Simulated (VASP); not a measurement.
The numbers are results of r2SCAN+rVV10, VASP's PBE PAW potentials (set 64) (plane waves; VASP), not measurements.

VASP ran on this input.

**KPOINTS**
```
Automatic mesh
0
Gamma
7 7 4
0 0 0
```

File POSCAR:
```
PtS2
1.0
  1.7826102460  -3.0875715882   0.0000000000
  1.7826102460   3.0875715882   0.0000000000
  0.0000000000   0.0000000000   4.8186443933
Pt S
1 2
Cartesian
  0.0000000000   0.0000000000   0.0000000000
  1.7826102460   1.0291925878   1.1968443069
  1.7826102460  -1.0291925878   3.6218000864
```

INCAR:
```
CPARAM=0.0093
LREAL=F   ! projection in real space or not
ENCUT=520   ! plane-wave cut-off (eV)
BPARAM=11.95
EDIFF=1E-6   ! SCF stop (eV)
LASPH=T   ! aspherical one-centre terms
NELM=100   ! most electronic steps
IBRION=2   ! conjugate gradients
PREC=Accurate
SYSTEM=PtS2
ISIF=3   ! ions, shape and volume
LUSE_VDW=T
LMIXTAU=T
ALGO=Normal   ! blocked Davidson
LCHARG=F
SIGMA=0.05
LWAVE=F
ISMEAR=0   ! Gaussian
NSW=60   ! most ionic steps
EDIFFG=-0.02   ! ionic stop
METAGGA=R2SCAN
LMAXMIX=6   ! l cut-off of mixed one-centre charges
```

POTCAR, in this order: Pt S (PBE.64 set). Program: vasp_std.

Output of the run:

**OSZICAR**
```
...
DAV:   9    -0.684046590800E+02    0.12209E-05   -0.66717E-07   637   0.909E-03    0.961E-04
DAV:  10    -0.684046602761E+02   -0.11961E-05   -0.34190E-07   441   0.611E-03    0.600E-04
DAV:  11    -0.684046601396E+02    0.13658E-06   -0.18736E-08   420   0.132E-03
   4 F= -.68404660E+02 E0= -.68404660E+02  d E =-.232443E-02
       N       E                     dE             d eps       ncg     rms          rms(c)
DAV:   1    -0.684388699497E+02   -0.34210E-01   -0.19177E+00   840   0.103E+01    0.139E+00
DAV:   2    -0.684097529091E+02    0.29117E-01   -0.11480E-01   924   0.356E+00    0.685E-01
DAV:   3    -0.684078203802E+02    0.19325E-02   -0.10517E-02  1029   0.972E-01    0.342E-01
DAV:   4    -0.684069334452E+02    0.88693E-03   -0.64740E-03   966   0.577E-01    0.132E-01
DAV:   5    -0.684071445095E+02   -0.21106E-03   -0.10194E-03   910   0.293E-01    0.653E-02
DAV:   6    -0.684072141956E+02   -0.69686E-04   -0.45968E-04   889   0.218E-01    0.410E-02
DAV:   7    -0.684073514765E+02   -0.13728E-03   -0.24896E-04   847   0.155E-01    0.129E-02
DAV:   8    -0.684074312384E+02   -0.79762E-04   -0.35392E-05   917   0.655E-02    0.726E-03
DAV:   9    -0.684074259326E+02    0.53058E-05   -0.53425E-06   980   0.255E-02    0.282E-03
DAV:  10    -0.684074320201E+02   -0.60876E-05   -0.28404E-06   807   0.183E-02    0.183E-03
DAV:  11    -0.684074314289E+02    0.59125E-06   -0.13979E-07   441   0.409E-03
   5 F= -.68407431E+02 E0= -.68407431E+02  d E =-.509572E-02
       N       E                     dE             d eps       ncg     rms          rms(c)
DAV:   1    -0.684140480280E+02   -0.66160E-02   -0.41145E-01   840   0.470E+00    0.633E-01
DAV:   2    -0.684102937293E+02    0.37543E-02   -0.31116E-02   910   0.192E+00    0.338E-01
DAV:   3    -0.684098201184E+02    0.47361E-03   -0.13814E-03  1072   0.407E-01    0.164E-01
DAV:   4    -0.684095406278E+02    0.27949E-03   -0.19385E-03   917   0.285E-01    0.590E-02
DAV:   5    -0.684096599150E+02   -0.11929E-03   -0.22091E-04   896   0.135E-01    0.470E-02
DAV:   6    -0.684096360604E+02    0.23855E-04   -0.54291E-05   910   0.739E-02    0.323E-02
DAV:   7    -0.684096403562E+02   -0.42958E-05   -0.70146E-05   861   0.804E-02    0.124E-02
DAV:   8    -0.684096742961E+02   -0.33940E-04   -0.15651E-05   840   0.415E-02    0.977E-03
DAV:   9    -0.684096744126E+02   -0.11655E-06   -0.94385E-07   735   0.102E-02
   6 F= -.68409674E+02 E0= -.68409674E+02  d E =-.224298E-02
       N       E                     dE             d eps       ncg     rms          rms(c)
DAV:   1    -0.684356260196E+02   -0.25952E-01   -0.21655E+00   840   0.108E+01    0.149E+00
DAV:   2    -0.684163911243E+02    0.19235E-01   -0.16395E-01   910   0.441E+00    0.784E-01
DAV:   3    -0.684138890552E+02    0.25021E-02   -0.73916E-03  1093   0.937E-01    0.390E-01
DAV:   4    -0.684123137624E+02    0.15753E-02   -0.10871E-02   917   0.672E-01    0.139E-01
DAV:   5    -0.684130025551E+02   -0.68879E-03   -0.12284E-03   910   0.316E-01    0.111E-01
DAV:   6    -0.684128130348E+02    0.18952E-03   -0.31464E-04   896   0.179E-01    0.784E-02
DAV:   7    -0.684129039713E+02   -0.90936E-04   -0.42851E-04   854   0.197E-01    0.302E-02
DAV:   8    -0.684130794503E+02   -0.17548E-03   -0.81142E-05   854   0.942E-02    0.267E-02
DAV:   9    -0.684130791751E+02    0.27519E-06   -0.50613E-06  1015   0.230E-02
   7 F= -.68413079E+02 E0= -.68413079E+02  d E =-.564775E-02
       N       E                     dE             d eps       ncg     rms          rms(c)
DAV:   1    -0.684981846615E+02   -0.85105E-01   -0.85313E+00   840   0.214E+01    0.309E+00
DAV:   2    -0.684265589205E+02    0.71626E-01   -0.64889E-01   910   0.877E+00    0.158E+00
DAV:   3    -0.684167197274E+02    0.98392E-02   -0.30309E-02  1086   0.188E+00    0.814E-01
DAV:   4    -0.684098190250E+02    0.69007E-02   -0.46532E-02   917   0.138E+00    0.288E-01
DAV:   5    -0.684128094523E+02   -0.29904E-02   -0.51080E-03   924   0.641E-01    0.228E-01
DAV:   6    -0.684117329406E+02    0.10765E-02   -0.13753E-03   896   0.375E-01    0.166E-01
DAV:   7    -0.684124555487E+02   -0.72261E-03   -0.19425E-03   847   0.417E-01    0.595E-02
DAV:   8    -0.684130795491E+02   -0.62400E-03   -0.30915E-04   861   0.184E-01    0.586E-02
DAV:   9    -0.684130750724E+02    0.44767E-05   -0.18060E-05  1043   0.435E-02    0.264E-02
DAV:  10    -0.684130816404E+02   -0.65680E-05   -0.24304E-05   868   0.537E-02    0.282E-02
DAV:  11    -0.684130868594E+02   -0.52191E-05   -0.28491E-06   706   0.220E-02    0.179E-02
DAV:  12    -0.684130867551E+02    0.10435E-06   -0.56968E-07   462   0.642E-03
   8 F= -.68413087E+02 E0= -.68413087E+02  d E =-.565533E-02
       N       E                     dE             d eps       ncg     rms          rms(c)
DAV:   1    -0.684372716239E+02   -0.24185E-01   -0.19832E+00   840   0.101E+01    0.135E+00
DAV:   2    -0.684169872918E+02    0.20284E-01   -0.14952E-01   903   0.418E+00    0.680E-01
DAV:   3    -0.684147123829E+02    0.22749E-02   -0.67003E-03  1094   0.894E-01    0.327E-01
DAV:   4    -0.684134466246E+02    0.12658E-02   -0.82430E-03   917   0.591E-01    0.126E-01
DAV:   5    -0.684139821627E+02   -0.53554E-03   -0.10571E-03   903   0.304E-01    0.995E-02
DAV:   6    -0.684139958401E+02   -0.13677E-04   -0.28129E-04   896   0.168E-01    0.648E-02
DAV:   7    -0.684139629341E+02    0.32906E-04   -0.28837E-04   889   0.165E-01    0.234E-02
DAV:   8    -0.684141423222E+02   -0.17939E-03   -0.79505E-05   847   0.940E-02    0.129E-02
DAV:   9    -0.684141442651E+02   -0.19429E-05   -0.54957E-06  1036   0.245E-02    0.478E-03
DAV:  10    -0.684141453168E+02   -0.10517E-05   -0.18534E-06   638   0.150E-02    0.415E-03
DAV:  11    -0.684141454434E+02   -0.12657E-06   -0.26466E-07   434   0.596E-03
   9 F= -.68414145E+02 E0= -.68414145E+02  d E =-.671401E-02
       N       E                     dE             d eps       ncg     rms          rms(c)
DAV:   1    -0.684660769393E+02   -0.51932E-01   -0.13995E+00   840   0.107E+01    0.160E+00
DAV:   2    -0.684177005049E+02    0.48376E-01   -0.19782E-01   917   0.541E+00    0.106E+00
DAV:   3    -0.684118538582E+02    0.58466E-02   -0.10869E-02   966   0.120E+00    0.458E-01
DAV:   4    -0.684095564305E+02    0.22974E-02   -0.12237E-02   882   0.692E-01    0.182E-01
DAV:   5    -0.684102325310E+02   -0.67610E-03   -0.12416E-03   868   0.354E-01    0.149E-01
DAV:   6    -0.684101514714E+02    0.81060E-04   -0.38022E-04   924   0.181E-01    0.523E-02
DAV:   7    -0.684101796711E+02   -0.28200E-04   -0.29399E-04   847   0.177E-01    0.289E-02
DAV:   8    -0.684103339562E+02   -0.15429E-03   -0.12286E-04   840   0.115E-01    0.161E-02
DAV:   9    -0.684103452444E+02   -0.11288E-04   -0.73102E-06  1099   0.257E-02    0.122E-02
DAV:  10    -0.684103458492E+02   -0.60482E-06   -0.12577E-06   581   0.885E-03
  10 F= -.68410346E+02 E0= -.68410346E+02  d E =0.379959E-02
       N       E                     dE             d eps       ncg     rms          rms(c)
DAV:   1    -0.684513320884E+02   -0.40987E-01   -0.92550E-01   840   0.871E+00    0.131E+00
DAV:   2    -0.684189514734E+02    0.32381E-01   -0.12886E-01   910   0.432E+00    0.811E-01
DAV:   3    -0.684152192121E+02    0.37323E-02   -0.68898E-03   973   0.948E-01    0.329E-01
DAV:   4    -0.684138565819E+02    0.13626E-02   -0.72540E-03   889   0.537E-01    0.147E-01
DAV:   5    -0.684142766568E+02   -0.42007E-03   -0.64087E-04   889   0.258E-01    0.123E-01
DAV:   6    -0.684142510076E+02    0.25649E-04   -0.20519E-04   959   0.129E-01    0.350E-02
DAV:   7    -0.684142850907E+02   -0.34083E-04   -0.13787E-04   861   0.123E-01    0.225E-02
DAV:   8    -0.684143493933E+02   -0.64303E-04   -0.47846E-05   854   0.731E-02    0.121E-02
DAV:   9    -0.684143535346E+02   -0.41413E-05   -0.43912E-06  1050   0.202E-02    0.839E-03
DAV:  10    -0.684143534194E+02    0.11516E-06   -0.61916E-07   483   0.719E-03
  11 F= -.68414353E+02 E0= -.68414353E+02  d E =-.207976E-03
```

**OUTCAR**
```
------------------------ aborting loop because EDIFF is reached ----------------------------------------
  FORCE on cell =-STRESS in cart. coord.  units (eV):
  Direction    XX          YY          ZZ          XY          YZ          ZX
  --------------------------------------------------------------------------------------
  Total       -0.0311604     -0.0311604      0.0350933      0.0000000      0.0000000      0.0000000
  in kB       -0.8896361     -0.8896361      1.0019200      0.0000000      0.0000000      0.0000000
  external PRESSURE =      -0.2591174 kB  Pullay stress =       0.0000000 kB
  volume of cell :       56.12
      direct lattice vectors                 reciprocal lattice vectors
     1.778442608 -3.080353027  0.000000000     0.281144861 -0.162319057 -0.000000000
     1.778442608  3.080353027 -0.000000000     0.281144861  0.162319057  0.000000000
    -0.000000000 -0.000000000  5.121898000     0.000000000  0.000000000  0.195240124
 POSITION                                       TOTAL-FORCE (eV/Angst)
 -----------------------------------------------------------------------------------
      0.00000     -0.00000      0.00000         0.000000     -0.000000      0.000000
      1.77844      1.02679      1.22351        -0.000000     -0.000000      0.014765
      1.77844     -1.02679      3.89838         0.000000      0.000000     -0.014765
 -----------------------------------------------------------------------------------
    total drift:                               -0.000000      0.000000      0.000000
  FREE ENERGIE OF THE ION-ELECTRON SYSTEM (eV)
  ---------------------------------------------------
  free  energy   TOTEN  =       -68.4143534194 eV

  energy  without entropy=      -68.4143534194  energy(sigma->0) =      -68.41435342

 reached required accuracy - stopping structural energy minimisation
```
(Selected blocks of OUTCAR.)

CONTCAR:
```
PtS2
   1.00000000000000
     1.7784426078774616   -3.0803530266733579    0.0000000000000000
     1.7784426078774616    3.0803530266733579   -0.0000000000000001
    -0.0000000000000000   -0.0000000000000001    5.1218980003069330
  Pt              S
     1     2
Direct
     0.0000000000000000    0.0000000000000000    0.0000000000000000
     0.3333330000000032    0.6666669999999968    0.2388789458666315
     0.6666669999999968    0.3333330000000032    0.7611210541333686
```

OUTCAR:
```
 val. band max:        6.1849077506   @ k =   0.0000   0.0000   0.0000

 cond. band min:       7.0023164868   @ k =  -0.0000   0.2857   0.2500


 Fermi energy:         6.4238573082

 k-point     1 :       0.0000    0.0000    0.0000
  band No.  band energies     occupation
      1      -9.5807      2.00000
      2      -6.6610      2.00000
      3      -0.8539      2.00000
      4      -0.5187      2.00000
      5      -0.5187      2.00000
      6       2.2850      2.00000
      7       2.2850      2.00000
      8       4.1153      2.00000
      9       5.1056      2.00000
     10       5.1056      2.00000
     11       6.1849      2.00000
     12       8.4695      0.00000
     13       8.4695      0.00000
     14      11.3545      0.00000
     15      12.1444      0.00000

 k-point     2 :       0.1429   -0.0000    0.0000
  band No.  band energies     occupation
      1      -9.3174      2.00000
      2      -6.7817      2.00000
      3      -0.5858      2.00000
      4      -0.3513      2.00000
      5      -0.3334      2.00000
      6       1.8832      2.00000
      7       2.1020      2.00000
      8       3.5671      2.00000
      9       4.8979      2.00000
     10       5.0743      2.00000
     11       6.0130      2.00000
     12       7.9252      0.00000
     13       8.3694      0.00000
     14      12.4107      0.00000
     15      13.0358      0.00000

 k-point     3 :       0.2857   -0.0000    0.0000
  band No.  band energies     occupation
      1      -8.6224      2.00000
      2      -7.0500      2.00000
      3      -0.2525      2.00000
      4      -0.0046      2.00000
      5       0.4130      2.00000
      6       0.7440      2.00000
      7       1.9746      2.00000
      8       2.9917      2.00000
      9       4.3843      2.00000
     10       4.5340      2.00000
     11       5.0068      2.00000
     12       7.9292      0.00000
     13       8.5424      0.00000
     14      12.0608      0.00000
     15      14.2101      0.00000
...
```

Energy and stress use the plane-wave basis of the starting cell. Unless said otherwise, spin-orbit coupling is left out, though it shifts the bands of the heavy elements here.

The compound is PtS2 in the 1T layered structure. This run relaxes it. Symmetry was kept, so distortions that lower it aren't found. The start is the result of an earlier pass.
